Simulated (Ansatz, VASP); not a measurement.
# Zr4Se (Zr(0001), 4 layers, one monolayer of Se on hcp sites) in two plane-wave programs, part 2 of 2

Aim: how closely do two programs agree when they are given the same cell, functional and k mesh? Of the first pair: The structure shown is the start of the Ansatz relaxation below; VASP solves that cell, so the two are compared at the walk's first step.

VASP 6.6.1 and Ansatz 0.2.0.

So far: Set-up; Ansatz: relaxation, PBE; VASP: single point, PBE, start cell, pair 1.

## (3) VASP: single point, PBE, start cell, pair 1 (continued)

Level of this step: PBE; plane waves and PAW (Zr_sv, Se) (VASP).

Numbers of over 12 decimals in the logs are rounded to 6 here.

OUTCAR, selected parts (step 3):

```text
ion  position               nearest neighbor table
   1  0.667  0.667  0.311-   2 3.18   2 3.18   2 3.18
   2  0.000  1.000  0.407-   3 3.18   3 3.18   3 3.18   1 3.18   1 3.18   1 3.18
   3  0.667  0.667  0.503-   2 3.18   2 3.18   2 3.18   4 3.18   4 3.18   4 3.18
   4  0.000  1.000  0.600-   5 2.95   5 2.95   5 2.95   3 3.18   3 3.18   3 3.18
   5  0.667  0.667  0.685-   4 2.95   4 2.95   4 2.95

  LATTYP: Found a hexagonal cell.
 ALAT       =     3.2300000000
 C/A-ratio  =     8.2718529412

 Subroutine GETGRP returns: Found  6 space group operations
 (whereof  6 operations were pure point group operations)

The static configuration has the point symmetry C_3v.

 Found     19 irreducible k-points:

   k-points           NKPTS =     19   k-points in BZ     NKDIM =     19   number of bands    NBANDS=     33

   dimension x,y,z NGX =    24 NGY =   24 NGZ =  180
   dimension x,y,z NGXF=    48 NGYF=   48 NGZF=  360

   ENCUT  =  400.0 eV  29.40 Ry    5.42 a.u.   5.27  5.27 43.57*2*pi/ulx,y,z

   NELECT =      54.0000    total number of electrons

 k-points in reciprocal lattice and weights: Automatic mesh
   0.00000000  0.00000000  0.00000000       0.007
   0.08333333  0.00000000  0.00000000       0.042
   0.16666667  0.00000000  0.00000000       0.042
   0.25000000  0.00000000  0.00000000       0.042
   0.33333333  0.00000000  0.00000000       0.042
   0.41666667  0.00000000  0.00000000       0.042
   0.50000000  0.00000000  0.00000000       0.021
   0.16666667  0.08333333  0.00000000       0.042
   0.25000000  0.08333333  0.00000000       0.083
[...]
-0.41666667  0.25000000  0.00000000       0.083
  -0.33333333  0.33333333  0.00000000       0.014

 dipolmoment           0.000000      0.000000      0.050863 electrons x Angstroem

 average (electrostatic) potential at core
       1 -82.4796       2 -82.0807       3 -82.0427       4 -82.3027       5 -56.8962

 E-fermi :   1.4248

 k-point     1 :       0.0000    0.0000    0.0000
  band No.  band energies     occupation
    ...
     19      -3.2175      2.00000
     20      -2.3533      2.00000
     21      -1.6461      2.00000
     22      -0.4572      2.00000
     23       1.3690      1.27211
     24       1.8005      0.04564
     25       2.0275      0.00482
     26       2.0275      0.00482
     27       2.1860      0.00099
     28       2.2921      0.00034
    ...

 k-point     2 :       0.0833    0.0000    0.0000
  band No.  band energies     occupation
    ...
     19      -3.0526      2.00000
     20      -2.1911      2.00000
     21      -1.4656      2.00000
     22      -0.3804      2.00000
     23       1.2806      1.61774
     24       1.5533      0.43366
     25       1.7594      0.06811
     26       1.9472      0.01072
     27       2.0090      0.00579
     28       2.1071      0.00217
    ...

 k-point     3 :       0.1667    0.0000    0.0000
  band No.  band energies     occupation
    ...
     22      -0.2167      2.00000
     23       0.5805      1.99957
     24       1.0555      1.95143
     25       1.2569      1.68552
     26       1.5136      0.58321
     27       1.6699      0.15879
     28       1.8378      0.03168
     29       2.1234      0.00185
     30       2.2709      0.00042
     31       2.4514      0.00007
    ...

  Total       -0.7956379     -0.7956379     -4.0340803      0.0000000      0.0000000      0.0000000
  in kB       -5.2806217     -5.2806217    -26.7740529      0.0000000      0.0000000      0.0000000
  external PRESSURE =     -12.4450988 kB  Pullay stress =       0.0000000 kB

  energy-cutoff  :      400.00
  volume of cell :      241.40
      direct lattice vectors                 reciprocal lattice vectors
     3.230000000  0.000000000  0.000000000     0.309597523 -0.178746213  0.000000000
     1.615000000  2.797262054  0.000000000     0.000000000  0.357492427  0.000000000
     0.000000000  0.000000000 26.718085000     0.000000000  0.000000000  0.037427832

 POSITION                                       TOTAL-FORCE (eV/Angst)
 -----------------------------------------------------------------------------------
      3.23000      1.86484      8.30000         0.000000      0.000000      0.392306
      1.61500      2.79726     10.87270         0.000000      0.000000     -0.588037
      3.23000      1.86484     13.44539        -0.000000      0.000000      0.228452
      1.61500      2.79726     16.01809        -0.000000      0.000000      1.405638
      3.23000      1.86484     18.30388        -0.000000     -0.000000     -1.438360
 -----------------------------------------------------------------------------------
    total drift:                                0.000001      0.002773      0.000135

  FREE ENERGIE OF THE ION-ELECTRON SYSTEM (eV)
  ---------------------------------------------------
  free  energy   TOTEN  =       -37.5454892053 eV

  energy  without entropy=      -37.3356342799  energy(sigma->0) =      -37.44056174

 vacuum level on the upper side and lower side of the slab         6.638         5.619

 total charge
# of ion       s       p       d       tot
------------------------------------------
    1        2.236   5.931   1.610   9.778
    2        2.231   5.960   1.628   9.819
    3        2.234   5.964   1.620   9.818
    4        2.200   5.968   1.586   9.754
    5        1.500   2.175   0.031   3.706
--------------------------------------------------
tot         10.402  25.998   6.476  42.876

[... 3 further parts left out ...]
```

## (4) Side by side

Known differences besides the potentials themselves: the data sets hold 64 valence electrons in Ansatz (on its default PAW (the set named soft_2) files) and 54 in VASP; the cutoff is 420 eV in Ansatz and 400 eV in VASP. Total energies have different zeros and are not compared.

Forces (eV/Å; atoms numbered as in POSCAR):

```
atom        Ansatz x, y, z          VASP x, y, z
 Zr1   0.000, 0.000, 0.395   0.000, 0.000, 0.392
 Zr2  0.000, 0.000, -0.586  0.000, 0.000, -0.588
 Zr3   0.000, 0.000, 0.228   0.000, 0.000, 0.228
 Zr4   0.000, 0.000, 1.409   0.000, 0.000, 1.406
 Se5  0.000, 0.000, -1.446  0.000, 0.000, -1.438
```

The forces differ by 2.4 meV/Å r.m.s., which is 0.4 % of the r.m.s. force of 0.554 eV/Å (both taken over all components). Where the cell holds vacuum, a pressure given here is an average over it and none of the material.

## (5) Ansatz: relaxation, PBE

This run makes the geometry at which the two programs are then compared.

The structure compared here is the end of the Ansatz relaxation.

This is the run of step 2 again, met here at its other cell.

## (6) VASP: single point, PBE, relaxed atoms in a fixed cell, pair 2

The same cell, functional, mesh and smearing now go to VASP, with its own data sets.

INCAR reads:

```
SYSTEM = Zr4Se
PREC = Accurate
ENCUT = 400
EDIFF = 1E-06
NELM = 120
ISMEAR = -1
SIGMA = 0.1
LREAL = .FALSE.
ALGO = Normal
GGA = PE
NBANDS = 33
LASPH = .TRUE.
LORBIT = 11
LWAVE = .FALSE.
LCHARG = .FALSE.
ISIF = 2
LDIPOL = .TRUE.
IDIPOL = 3
DIPOL = 0.5 0.5 0.502
LVHAR = .TRUE.
GGA_COMPAT = .FALSE.
NELMDL = -8
KPAR = 2
```

POSCAR reads:

```
Zr4Se
1.0
    3.2300000000      0.0000000000      0.0000000000
    1.6150000000      2.7972620542      0.0000000000
    0.0000000000      0.0000000000     26.7180850000
Zr Se
4 1
Direct
    0.6666666667      0.6666666667      0.3106510066
    0.0000000000      0.0000000000      0.4069414032
    0.6666666667      0.6666666667      0.5058391117
    0.0000000000      0.0000000000      0.6023958766
    0.6666666667      0.6666666667      0.6763419492
```

KPOINTS reads:

```
Automatic mesh
0
Gamma
12 12 1
0 0 0
```

PAW data sets: Zr_sv and Se (PBE family, release 64).

Started as:

```
$ mpirun -np 2 vasp_std
```

Output:

```text
[... set-up lines as in an earlier step ...]
 entering main loop
       N       E                     dE             d eps       ncg     rms          rms(c)
DAV:   1     0.437284139108E+03    0.43728E+03   -0.25429E+04  1598   0.120E+03
DAV:   2     0.567394526392E+01   -0.43161E+03   -0.42426E+03  1504   0.374E+02
DAV:   3    -0.360356701734E+02   -0.41710E+02   -0.41060E+02  2035   0.761E+01
DAV:   4    -0.402517709145E+02   -0.42161E+01   -0.41865E+01  2035   0.251E+01
[...]
DAV:  34    -0.377993077769E+02   -0.24328E-05   -0.27386E-07   742   0.191E-03    0.212E-03
DAV:  35    -0.377993108113E+02   -0.30344E-05   -0.67655E-07   782   0.236E-03    0.879E-04
DAV:  36    -0.377993116906E+02   -0.87931E-06   -0.10666E-07   741   0.110E-03
   1 F= -.37799312E+02 E0= -.37689594E+02  d E =-.219436E+00
```

OUTCAR, selected parts (step 6):

```text
  Total        1.2879483      1.2879483     -1.1888072      0.0000000      0.0000000      0.0000000
  in kB        8.5480685      8.5480685     -7.8900730      0.0000000      0.0000000      0.0000000
  external PRESSURE =       3.0686880 kB  Pullay stress =       0.0000000 kB

 POSITION                                       TOTAL-FORCE (eV/Angst)
 -----------------------------------------------------------------------------------
      3.23000      1.86484      8.30000         0.000000      0.000000      0.440867
      0.00000      0.00000     10.87270         0.000000     -0.000000     -0.453308
      3.23000      1.86484     13.51505        -0.000000     -0.000000      0.003463
      0.00000      0.00000     16.09486         0.000000     -0.000000     -0.014222
      3.23000      1.86484     18.07056         0.000000     -0.000000      0.023200
 -----------------------------------------------------------------------------------
    total drift:                               -0.000001     -0.000000      0.000247

  FREE ENERGIE OF THE ION-ELECTRON SYSTEM (eV)
  ---------------------------------------------------
  free  energy   TOTEN  =       -37.7993116906 eV

  energy  without entropy=      -37.5798759776  energy(sigma->0) =      -37.68959383

[... 2 parts as in an earlier step ...]

[... 1 further part left out ...]
[key lines of the parts left out:]
E-fermi :   1.3093
```

## (7) Side by side

What differs besides the data sets and the points named for the pairs above, as far as they apply: the data sets hold 64 valence electrons in Ansatz (on its default PAW (the set named soft_2) files) and 54 in VASP. Total energies have different zeros and are not compared.

Both answers:

| quantity | Ansatz | VASP | difference |
| --- | --- | --- | --- |
| work function, lower of the two faces (eV) | 4.20 | 4.20 | 0.00 |
| work function, higher of the two faces (eV) | 5.46 | 5.46 | 0.00 |

Forces (eV/Å; atoms numbered as in POSCAR):

```csv
atom,"Ansatz x, y, z","VASP x, y, z"
Zr1,"0.000, 0.000, 0.444","0.000, 0.000, 0.441"
Zr2,"0.000, 0.000, -0.452","0.000, 0.000, -0.453"
Zr3,"0.000, 0.000, 0.004","0.000, 0.000, 0.003"
Zr4,"0.000, 0.000, -0.001","0.000, 0.000, -0.014"
Se5,"0.000, 0.000, 0.005","0.000, 0.000, 0.023"
```

The forces differ by 5.8 meV/Å r.m.s., which is 3.5 % of the r.m.s. force of 0.163 eV/Å (both taken over all components). Where the cell holds vacuum, a pressure given here is an average over it and none of the material.

## (8) Summary of results

```
r.m.s. force difference (single point, PBE, start cell, pair 1)                    : 0.44 % of the r.m.s. force
r.m.s. force difference (single point, PBE, relaxed atoms in a fixed cell, pair 2) : 5.8 meV/Å
```

What this shows: The r.m.s. force difference is 5.8 meV/Å (single point, PBE, relaxed atoms in a fixed cell, pair 2), within the 12 meV/Å picked in this series as the mark of a large difference. The data sets hold unlike numbers of valence electrons (64 in Ansatz and 54 in VASP), so part of the differences may come from the potentials. How closely two codes agree says nothing of how well the functional describes the real material.

[Lines on the potential files, build, host, timing and source positions are cut from VASP's logs without a mark.]

[Logs are printed without paths, hosts, clocks, repeated set-up lines and the standing remarks that a program may print on its own settings, such as how far it seeks lower states.]

[Hosts, paths, dates, database ids (printed as entryN), source tags and the programs' standing remarks are cut or masked in the printed files.]
